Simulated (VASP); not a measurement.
Here is the system:

```
AgI
1.0
    2.41797    -4.18805     0.00000
    2.41797     4.18805     0.00000
    0.00000     0.00000     7.91594
Ag I
2 2
Direct
  0.66667   0.33333   0.50017
  0.33333   0.66667   0.00017
  0.66667   0.33333   0.87483
  0.33333   0.66667   0.37483
```

All values below come from vdW-DF2, VASP's PBE PAW potentials (set 64) (plane waves; VASP). Run with 520 eV cut-off, Gaussian smearing of 0.050 eV, potentials Ag I.

Unless said otherwise, spin-orbit coupling is left out, though it shifts the bands of the heavy elements here.

Problem. Give the energies of bands 7 to 20 at the high-symmetry points, in eV from the valence-band maximum.

Solution. 
```json
[
 {"band": "7", "Γ": "-3.26", "M": "-3.03", "K": "-2.96", "A": "-3.33", "L": "-3.08", "H": "-3.02"},
 {"band": "8", "Γ": "-3.17", "M": "-3.01", "K": "-2.96", "A": "-3.33", "L": "-3.08", "H": "-3.02"},
 {"band": "9", "Γ": "-2.61", "M": "-2.58", "K": "-2.61", "A": "-2.57", "L": "-2.54", "H": "-2.61"},
 {"band": "10", "Γ": "-2.61", "M": "-2.56", "K": "-2.61", "A": "-2.57", "L": "-2.54", "H": "-2.61"},
 {"band": "11", "Γ": "-2.54", "M": "-2.52", "K": "-2.60", "A": "-2.57", "L": "-2.49", "H": "-2.44"},
 {"band": "12", "Γ": "-2.54", "M": "-2.52", "K": "-2.60", "A": "-2.57", "L": "-2.49", "H": "-2.44"},
 {"band": "13", "Γ": "-2.49", "M": "-2.33", "K": "-2.23", "A": "-1.42", "L": "-2.33", "H": "-2.34"},
 {"band": "14", "Γ": "-0.52", "M": "-2.15", "K": "-2.23", "A": "-1.42", "L": "-2.33", "H": "-2.34"},
 {"band": "15", "Γ": "-0.52", "M": "-1.71", "K": "-2.01", "A": "-0.27", "L": "-0.93", "H": "-1.49"},
 {"band": "16", "Γ": "-0.05", "M": "-1.33", "K": "-1.16", "A": "-0.27", "L": "-0.93", "H": "-1.49"},
 {"band": "17", "Γ": "0.00", "M": "-0.78", "K": "-1.16", "A": "-0.27", "L": "-0.92", "H": "-0.84"},
 {"band": "18", "Γ": "0.00", "M": "-0.52", "K": "-0.99", "A": "-0.27", "L": "-0.92", "H": "-0.84"},
 {"band": "19", "Γ": "1.11", "M": "3.09", "K": "4.04", "A": "2.39", "L": "3.14", "H": "3.71"},
 {"band": "20", "Γ": "2.55", "M": "3.54", "K": "4.04", "A": "2.39", "L": "3.14", "H": "3.71"}
]
```

The gap is direct, 1.12 eV, from the valence maximum at Γ to the conduction minimum at Γ.

The compound is AgI in the wurtzite structure. It was relaxed first, which changed the volume by +17 %.
